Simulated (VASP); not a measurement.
The system is Cu.

```
Cu
1.0
     0.00000    1.80750    1.80750
     1.80750    0.00000    1.80750
     1.80750    1.80750    0.00000
Cu
1
Direct
  0.00000 0.00000 0.00000
```

The cell was built by a generator and needn't be a form met in nature.

* Program: VASP 6.6.1
* Task: relaxation of cell and atoms
* Functional: r2SCAN
* Potentials or basis: VASP PAW PBE potentials, release 64 (Cu)
* Cutoff: 600 eV
* k mesh: 18 × 18 × 18
* Occupations: methfessel-paxton, width 0.1 eV
* Spin: no spin polarisation

At the start: pressure -4.1 GPa; volume 11.81 Å³/atom.

Q: How do energy, volume and symmetry change on relaxing?

A: Over 3 steps the energy falls by 4.0 meV/atom and the volume is 11.50 Å³/atom (-2.6 %); space group Fm-3m (No. 225, to 0.05 Å).

Step by step:
```tsv
step	energy change (eV)	largest force (eV/Å)	pressure (GPa)	volume (Å³)
1	0.0000	0.0000	-4.11	11.81
2	-0.0024	0.0000	2.80	11.30
3	-0.0040	0.0000	-0.09	11.50
```

Final structure:
```cif
data_structure
_symmetry_space_group_name_H-M 'P 1'
_symmetry_Int_Tables_number 1
_cell_length_a 2.5335
_cell_length_b 2.5335
_cell_length_c 2.5335
_cell_angle_alpha 60.000
_cell_angle_beta 60.000
_cell_angle_gamma 60.000
_cell_volume 11.50
loop_
_atom_site_label
_atom_site_type_symbol
_atom_site_fract_x
_atom_site_fract_y
_atom_site_fract_z
_atom_site_occupancy
Cu1 Cu 0.00000 0.00000 0.00000 1
```

Caveat: the PAW data sets were made with another functional, which shifts forces and pressure a little.
